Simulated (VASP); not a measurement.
# NbRh: convergence with the precision settings and SCF solver

A convergence test on NbRh: the precision settings and SCF solver. The atoms are off their equilibrium sites, so that forces can be compared too. The series runs use r2SCAN. The precision settings tried: PREC = Low; PREC = Medium; PREC = Normal; PREC = Single; PREC = Accurate; LREAL = Auto; ADDGRID = .TRUE.; LASPH = .FALSE.. The SCF solver tried: ALGO = Normal; ALGO = Fast; ALGO = VeryFast; ALGO = All; ALGO = Damped; AMIX = 0.1, BMIX = 0.01; AMIX = 0.8; IMIX = 1, AMIX = 0.2. Left out of this account: 1 further run (self-consistent run: it ended just at its time limit, and its output was not read). The atoms of the start are displaced at random from the sites of a P4/mmm cell.

Method: r2SCAN; plane waves and PAW (Nb_sv, Rh_pv), in VASP 6.6.1.

### Step 1. Set-up

Symmetry: Pm, No. 6, monoclinic system. That holds within 0.01 Å; VASP, at its tighter tolerance, finds 1 operation. The conventional cell has a = 2.842 Å, b = 2.842 Å, c = 3.809 Å, α = 90.00°, β = 90.00°, γ = 90.00°. Nb has 8 Rh at 2.69 to 2.85 Å and 4 Nb at 2.84 Å nearest. Nearest to Rh lie 8 Nb at 2.69 to 2.85 Å and 4 Rh at 2.84 Å. Farther neighbours are not listed. That group holds within 0.01 Å; judged at 0.001 Å it is P1 (No. 1).

### Step 2. Precision settings: PREC = Low

PREC sets the FFT grids, and LREAL, ADDGRID and LASPH trade speed for accuracy. r2SCAN adds the kinetic-energy density, costs more than a GGA and is run with LASPH.

INCAR reads:

```
SYSTEM = NbRh
PREC = Low
ENCUT = 400
EDIFF = 1E-06
NELM = 100
ISMEAR = -1
SIGMA = 0.05
LREAL = .FALSE.
ALGO = Normal
METAGGA = R2SCAN
LASPH = .TRUE.
NBANDS = 20
LORBIT = 11
LWAVE = .FALSE.
LCHARG = .FALSE.
KPAR = 2
ISIF = 2
```

POSCAR reads:

```
NbRh
1.0
    2.8420000000      0.0000000000      0.0000000000
    0.0000000000      2.8420000000      0.0000000000
    0.0000000000      0.0000000000      3.8090000000
Nb Rh
1 1
Direct
   -0.0020350000     -0.0060010000      0.0000780000
    0.4988610000      0.5143270000      0.4827320000
```

KPOINTS reads:

```
Automatic mesh
0
Gamma
8 8 6
0 0 0
```

Potentials, in the order of the species: Nb_sv and Rh_pv (PBE family, release 64).

Launch:

```
$ mpirun -np 2 vasp_std
```

The log of the run:

```text
[banner, memory and clock lines left out]
running    2 mpi-ranks, on    1 nodes
 distrk:  each k-point on    1 cores,    2 groups
 distr:  one band on    1 cores,    1 groups

 POSCAR found type information on POSCAR NbRh
 POSCAR found :  2 types and       2 ions
|                                                                             |
|               ----> ADVICE to this user running VASP <----                  |
|                                                                             |
|     You enforced a specific xc type in the INCAR file but a different       |
|     [... a line on the potential file left out ...]
|     I HOPE YOU KNOW WHAT YOU ARE DOING!                                     |
|                                                                             |

 LDA part: xc-table for (None), standard interpolation
 POSCAR, INCAR and KPOINTS ok, starting setup
 FFT: planning ... GRIDC
 FFT: planning ... GRID_SOFT
 FFT: planning ... GRID
 WAVECAR not read
 entering main loop
       N       E                     dE             d eps       ncg     rms          rms(c)
DAV:   1     0.238379700619E+03    0.23838E+03   -0.15104E+04  7856   0.131E+03
DAV:   2    -0.513199601941E+02   -0.28970E+03   -0.28307E+03  8804   0.477E+02
DAV:   3    -0.611847354769E+02   -0.98648E+01   -0.95406E+01 11608   0.833E+01
DAV:   4    -0.616435118459E+02   -0.45878E+00   -0.45562E+00 11152   0.146E+01
DAV:   5    -0.616570605972E+02   -0.13549E-01   -0.13541E-01 11384   0.219E+00    0.156E+01
DAV:   6    -0.500632290512E+02    0.11594E+02   -0.10543E+01  9564   0.325E+01    0.382E+00
DAV:   7    -0.499521502446E+02    0.11108E+00   -0.40701E+00 10656   0.135E+01    0.323E+00
DAV:   8    -0.498598483664E+02    0.92302E-01   -0.57103E-01  8832   0.539E+00    0.110E+00
DAV:   9    -0.498737092166E+02   -0.13861E-01   -0.65139E-02  9868   0.244E+00    0.441E-01
DAV:  10    -0.498736578035E+02    0.51413E-04   -0.45788E-03 10180   0.644E-01    0.191E-01
DAV:  11    -0.498737973688E+02   -0.13957E-03   -0.13578E-03  8952   0.345E-01    0.364E-02
DAV:  12    -0.498737692831E+02    0.28086E-04   -0.83236E-05  9672   0.882E-02    0.145E-02
DAV:  13    -0.498737689966E+02    0.28652E-06   -0.73808E-06  9800   0.259E-02
   1 F= -.49873769E+02 E0= -.49866259E+02  d E =-.150209E-01
```

It took 1.9 min on 2 MPI ranks of AMD EPYC 7R43, shared host; peak memory 0.27 GiB; 3.7 min of CPU time.

Lines that name or quote the potential files are left out of all logs, and their timing lines are given in words.

OUTCAR, selected parts (step 2):

```text
ion  position               nearest neighbor table
   1  0.998  0.994  0.000-   2 2.69   2 2.70   2 2.75   2 2.76   2 2.78   2 2.79   2 2.84   2 2.85

  LATTYP: Found a simple tetragonal cell.
 ALAT       =     2.8420000000
 C/A-ratio  =     1.3402533427

 Subroutine GETGRP returns: Found  1 space group operations
 (whereof  1 operations were pure point group operations)

The static configuration has the point symmetry C_1 .

 Found    196 irreducible k-points:

   k-points           NKPTS =    196   k-points in BZ     NKDIM =    196   number of bands    NBANDS=     20

   dimension x,y,z NGX =    14 NGY =   14 NGZ =   20
   dimension x,y,z NGXF=    14 NGYF=   14 NGZF=   20

   ENCUT  =  400.0 eV  29.40 Ry    5.42 a.u.   4.63  4.63  6.21*2*pi/ulx,y,z

   NELECT =      28.0000    total number of electrons

 k-points in reciprocal lattice and weights: Automatic mesh
   0.00000000  0.00000000  0.00000000       0.003
   0.12500000  0.00000000  0.00000000       0.005
   0.00000000  0.12500000  0.00000000       0.005
   0.25000000  0.00000000  0.00000000       0.005
   0.00000000  0.25000000  0.00000000       0.005
   0.37500000  0.00000000  0.00000000       0.005
   0.00000000  0.37500000  0.00000000       0.005
   0.50000000  0.00000000  0.00000000       0.003
   0.00000000  0.50000000  0.00000000       0.003
[...]
-0.37500000  0.50000000  0.50000000       0.005
   0.50000000  0.50000000  0.50000000       0.003

 average (electrostatic) potential at core
       1 -81.7750       2 -75.2883

 E-fermi :  12.0780

 k-point     1 :       0.0000    0.0000    0.0000
  band No.  band energies     occupation
    ...
     10       6.7958      2.00000
     11       9.6588      2.00000
     12       9.6791      2.00000
     13      11.0782      2.00000
     14      11.2738      2.00000
     15      13.3301      0.00000
     16      16.3664      0.00000
     17      16.4009      0.00000
     18      16.7506      0.00000
     19      16.7860      0.00000
    ...

 k-point     2 :       0.1250    0.0000    0.0000
  band No.  band energies     occupation
    ...
     10       7.0965      2.00000
     11       9.4676      2.00000
     12       9.7927      2.00000
     13      11.0632      2.00000
     14      11.2989      2.00000
     15      13.3001      0.00000
     16      14.2279      0.00000
     17      16.0748      0.00000
     18      16.2198      0.00000
     19      19.2933      0.00000
    ...

 k-point     3 :       0.0000    0.1250    0.0000
  band No.  band energies     occupation
    ...
     10       7.1019      2.00000
     11       9.4869      2.00000
     12       9.7731      2.00000
     13      11.0761      2.00000
     14      11.2928      2.00000
     15      13.2929      0.00000
     16      14.2139      0.00000
     17      16.0675      0.00000
     18      16.2460      0.00000
     19      19.2753      0.00000
    ...

  Total        0.8663325      0.8509972      0.8071776      0.0018707     -0.0740706     -0.0040063
  in kB       45.1165698     44.3179411     42.0359210      0.0974191     -3.8574213     -0.2086364
  external PRESSURE =      43.8234773 kB  Pullay stress =       0.0000000 kB

  energy-cutoff  :      400.00
  volume of cell :       30.77
      direct lattice vectors                 reciprocal lattice vectors
     2.842000000  0.000000000  0.000000000     0.351864884  0.000000000  0.000000000
     0.000000000  2.842000000  0.000000000     0.000000000  0.351864884  0.000000000
     0.000000000  0.000000000  3.809000000     0.000000000  0.000000000  0.262536099

 POSITION                                       TOTAL-FORCE (eV/Angst)
 -----------------------------------------------------------------------------------
      2.83622      2.82495      0.00030         0.006049      0.326631     -0.581960
      1.41776      1.46172      1.83873        -0.006049     -0.326631      0.581960
 -----------------------------------------------------------------------------------
    total drift:                                0.009848     -0.113051     -0.025793

  FREE ENERGIE OF THE ION-ELECTRON SYSTEM (eV)
  ---------------------------------------------------
  free  energy   TOTEN  =       -49.8737689966 eV

  energy  without entropy=      -49.8587480742  energy(sigma->0) =      -49.86625854

 total charge
# of ion       s       p       d       tot
------------------------------------------
    1        2.221   6.022   2.414  10.657
    2        0.473   6.316   7.177  13.966
--------------------------------------------------
tot          2.694  12.338   9.591  24.623

[... 3 further parts left out ...]
```

The k-mesh is coarse for a metal. The PAW data sets were made with PBE, which is usual practice but a small mismatch for other functionals.

This step gave:

| Item | Value |
| --- | --- |
| SCF cycles | 13 |
| electrons | 28 |
| bands | 20 |
| irreducible k-points | 196 |
| symmetry operations | 1 |
| free energy (TOTEN) | -49.87 eV |
| energy at zero smearing | -49.87 eV |
| Fermi energy | 12.08 eV |
| pressure | 4.382 GPa |
| metallic | yes |

The series starts at -24.9331 eV an atom and 4.38 GPa, after 13 cycles in 1.9 min.

### Step 3. Precision settings: PREC = Medium

Edit INCAR of step 2 so:

```diff
@@ -1,3 +1,3 @@
 SYSTEM = NbRh
-PREC = Low
+PREC = Medium
 ENCUT = 400
```

POSCAR is that of step 2.

KPOINTS is that of step 2.

Launch:

```
$ mpirun -np 2 vasp_std
```

The log of the run:

```text
[banner, memory and clock lines left out]
running    2 mpi-ranks, on    1 nodes
[...]
[... a notice as in an earlier step ...]

 LDA part: xc-table for (None), standard interpolation
 POSCAR, INCAR and KPOINTS ok, starting setup
[...]
entering main loop
       N       E                     dE             d eps       ncg     rms          rms(c)
DAV:   1     0.238396982707E+03    0.23840E+03   -0.15104E+04  7856   0.131E+03
DAV:   2    -0.513088393222E+02   -0.28971E+03   -0.28308E+03  8804   0.477E+02
DAV:   3    -0.611744938611E+02   -0.98657E+01   -0.95414E+01 11608   0.833E+01
DAV:   4    -0.616333342379E+02   -0.45884E+00   -0.45569E+00 11152   0.146E+01
[...]
DAV:  11    -0.498667462588E+02   -0.11903E-03   -0.13169E-03  9012   0.343E-01    0.360E-02
DAV:  12    -0.498667192236E+02    0.27035E-04   -0.77292E-05  9676   0.855E-02    0.139E-02
DAV:  13    -0.498667188271E+02    0.39653E-06   -0.63194E-06  9732   0.239E-02
   1 F= -.49866719E+02 E0= -.49859215E+02  d E =-.150080E-01
```

Run time: 1.8 min. Hardware: 2 MPI ranks; peak memory 0.28 GiB; 3.6 min of CPU time.

From OUTCAR (step 3):

```text
  Total        0.8020304      0.7859425      0.7533074     -0.0000780     -0.0781585     -0.0037129
  in kB       41.7678686     40.9300446     39.2304864     -0.0040603     -4.0703094     -0.1933571
  external PRESSURE =      40.6427999 kB  Pullay stress =       0.0000000 kB

 POSITION                                       TOTAL-FORCE (eV/Angst)
 -----------------------------------------------------------------------------------
      2.83622      2.82495      0.00030         0.011835      0.286159     -0.600166
      1.41776      1.46172      1.83873        -0.011835     -0.286159      0.600166
 -----------------------------------------------------------------------------------
    total drift:                                0.003743     -0.014167      0.002663

  FREE ENERGIE OF THE ION-ELECTRON SYSTEM (eV)
  ---------------------------------------------------
  free  energy   TOTEN  =       -49.8667188271 eV

  energy  without entropy=      -49.8517108755  energy(sigma->0) =      -49.85921485

[... 2 parts as in an earlier step ...]

[... 1 further part left out ...]
[key lines of the parts left out:]
E-fermi :  12.0756
```

Against the first of the series the energy moves by +3.52 meV an atom and the pressure by -0.32 GPa, after 13 cycles in 1.8 min.

### Step 4. Precision settings: PREC = Normal

Edit INCAR of step 3 so:

```diff
@@ -1,3 +1,3 @@
 SYSTEM = NbRh
-PREC = Medium
+PREC = Normal
 ENCUT = 400
```

POSCAR is that of step 3.

KPOINTS is that of step 3.

Launch:

```
$ mpirun -np 2 vasp_std
```

The log of the run:

```text
[... set-up lines as in an earlier step ...]
 entering main loop
       N       E                     dE             d eps       ncg     rms          rms(c)
DAV:   1     0.238397084569E+03    0.23840E+03   -0.15104E+04  7856   0.131E+03
DAV:   2    -0.513087295668E+02   -0.28971E+03   -0.28308E+03  8804   0.477E+02
DAV:   3    -0.611743716733E+02   -0.98656E+01   -0.95414E+01 11608   0.833E+01
DAV:   4    -0.616332106648E+02   -0.45884E+00   -0.45569E+00 11152   0.146E+01
[...]
DAV:  11    -0.498666529145E+02   -0.11817E-03   -0.13024E-03  9052   0.340E-01    0.355E-02
DAV:  12    -0.498666263109E+02    0.26604E-04   -0.76240E-05  9684   0.842E-02    0.139E-02
DAV:  13    -0.498666258611E+02    0.44982E-06   -0.63223E-06  9792   0.239E-02
   1 F= -.49866626E+02 E0= -.49859124E+02  d E =-.150047E-01
```

Elapsed: 2.4 min, on 2 MPI ranks; peak memory 0.31 GiB.

OUTCAR, selected parts (step 4):

```text
  Total        0.7787665      0.7866036      0.7574804     -0.0000131     -0.0789335     -0.0033997
  in kB       40.5563359     40.9644770     39.4478046     -0.0006797     -4.1106718     -0.1770494
  external PRESSURE =      40.3228725 kB  Pullay stress =       0.0000000 kB

 POSITION                                       TOTAL-FORCE (eV/Angst)
 -----------------------------------------------------------------------------------
      2.83622      2.82495      0.00030         0.012129      0.274008     -0.601283
      1.41776      1.46172      1.83873        -0.012129     -0.274008      0.601283
 -----------------------------------------------------------------------------------
    total drift:                               -0.001076     -0.000991      0.002754

  FREE ENERGIE OF THE ION-ELECTRON SYSTEM (eV)
  ---------------------------------------------------
  free  energy   TOTEN  =       -49.8666258611 eV

  energy  without entropy=      -49.8516211927  energy(sigma->0) =      -49.85912353

[... 2 parts as in an earlier step ...]

[... 1 further part left out ...]
[key lines of the parts left out:]
E-fermi :  12.0759
```

Against the first of the series the energy moves by +3.57 meV an atom and the pressure by -0.35 GPa, after 13 cycles in 2.4 min.

### Step 5. Precision settings: PREC = Single

Edit INCAR of step 4 so:

```diff
@@ -1,3 +1,3 @@
 SYSTEM = NbRh
-PREC = Normal
+PREC = Single
 ENCUT = 400
```

POSCAR is that of step 4.

KPOINTS is that of step 4.

Launch:

```
$ mpirun -np 2 vasp_std
```

The log of the run:

```text
[... set-up lines as in an earlier step ...]
 entering main loop
       N       E                     dE             d eps       ncg     rms          rms(c)
DAV:   1     0.238397097479E+03    0.23840E+03   -0.15104E+04  7856   0.131E+03
DAV:   2    -0.513090239673E+02   -0.28971E+03   -0.28308E+03  8804   0.477E+02
DAV:   3    -0.611745784510E+02   -0.98656E+01   -0.95413E+01 11608   0.833E+01
DAV:   4    -0.616334040237E+02   -0.45883E+00   -0.45567E+00 11152   0.146E+01
[...]
DAV:  11    -0.498668723125E+02   -0.12056E-03   -0.13088E-03  9012   0.342E-01    0.355E-02
DAV:  12    -0.498668451441E+02    0.27168E-04   -0.75645E-05  9676   0.847E-02    0.138E-02
DAV:  13    -0.498668449065E+02    0.23756E-06   -0.63241E-06  9704   0.239E-02
   1 F= -.49866845E+02 E0= -.49859341E+02  d E =-.150077E-01
```

Run time: 4.4 min. Hardware: 2 MPI ranks; peak memory 0.29 GiB; 8.6 min of CPU time.

From OUTCAR (step 5):

```text
  Total        0.8031195      0.7871629      0.7539521     -0.0000819     -0.0782925     -0.0038734
  in kB       41.8245857     40.9936038     39.2640621     -0.0042642     -4.0772895     -0.2017202
  external PRESSURE =      40.6940839 kB  Pullay stress =       0.0000000 kB

 POSITION                                       TOTAL-FORCE (eV/Angst)
 -----------------------------------------------------------------------------------
      2.83622      2.82495      0.00030         0.011803      0.285975     -0.600183
      1.41776      1.46172      1.83873        -0.011803     -0.285975      0.600183
 -----------------------------------------------------------------------------------
    total drift:                                0.003633     -0.014257      0.002676

  FREE ENERGIE OF THE ION-ELECTRON SYSTEM (eV)
  ---------------------------------------------------
  free  energy   TOTEN  =       -49.8668449065 eV

  energy  without entropy=      -49.8518372237  energy(sigma->0) =      -49.85934107

[... 2 parts as in an earlier step ...]

[... 1 further part left out ...]
[key lines of the parts left out:]
E-fermi :  12.0756
```

Against the first of the series the energy moves by +3.46 meV an atom and the pressure by -0.31 GPa, after 13 cycles in 4.4 min.

### Step 6. Precision settings: PREC = Accurate

Edit INCAR of step 5 so:

```diff
@@ -1,3 +1,3 @@
 SYSTEM = NbRh
-PREC = Single
+PREC = Accurate
 ENCUT = 400
```

POSCAR is that of step 5.

KPOINTS is that of step 5.

Launch:

```
$ mpirun -np 2 vasp_std
```

The log of the run:

```text
[... set-up lines as in an earlier step ...]
 entering main loop
       N       E                     dE             d eps       ncg     rms          rms(c)
DAV:   1     0.238396984629E+03    0.23840E+03   -0.15104E+04  7856   0.131E+03
DAV:   2    -0.513090167982E+02   -0.28971E+03   -0.28308E+03  8804   0.477E+02
DAV:   3    -0.611745577282E+02   -0.98655E+01   -0.95413E+01 11608   0.833E+01
DAV:   4    -0.616333814010E+02   -0.45882E+00   -0.45567E+00 11152   0.146E+01
[...]
DAV:  11    -0.498668415470E+02   -0.11893E-03   -0.12885E-03  9044   0.339E-01    0.349E-02
DAV:  12    -0.498668149846E+02    0.26562E-04   -0.74577E-05  9704   0.833E-02    0.138E-02
DAV:  13    -0.498668147161E+02    0.26848E-06   -0.62361E-06  9772   0.238E-02
   1 F= -.49866815E+02 E0= -.49859312E+02  d E =-.150046E-01
```

It took 4.9 min on 2 MPI ranks; peak memory 0.33 GiB; 9.7 min of CPU time.

From OUTCAR (step 6):

```text
  Total        0.7862206      0.7857674      0.7589886     -0.0000764     -0.0789842     -0.0034867
  in kB       40.9445303     40.9209293     39.5263515     -0.0039764     -4.1133133     -0.1815807
  external PRESSURE =      40.4639370 kB  Pullay stress =       0.0000000 kB

 POSITION                                       TOTAL-FORCE (eV/Angst)
 -----------------------------------------------------------------------------------
      2.83622      2.82495      0.00030         0.012088      0.275151     -0.600696
      1.41776      1.46172      1.83873        -0.012088     -0.275151      0.600696
 -----------------------------------------------------------------------------------
    total drift:                               -0.000028     -0.000324      0.000937

  FREE ENERGIE OF THE ION-ELECTRON SYSTEM (eV)
  ---------------------------------------------------
  free  energy   TOTEN  =       -49.8668147161 eV

  energy  without entropy=      -49.8518101525  energy(sigma->0) =      -49.85931243

[... 2 parts as in an earlier step ...]

[... 1 further part left out ...]
[key lines of the parts left out:]
E-fermi :  12.0759
```

Against the first of the series the energy moves by +3.47 meV an atom and the pressure by -0.34 GPa, after 13 cycles in 4.9 min.

(Continued in part 2 of 3.)

[Lines on the potential files, build, host, timing and source positions are cut from VASP's logs without a mark.]

[Logs are printed without paths, hosts, clocks, repeated set-up lines and the standing remarks that a program may print on its own settings, such as how far it seeks lower states.]

[Hosts, paths, dates, database ids (printed as entryN), source tags and the programs' standing remarks are cut or masked in the printed files.]

[A measured line is paired with the nearest computed mode of its activity, which favours agreement.]
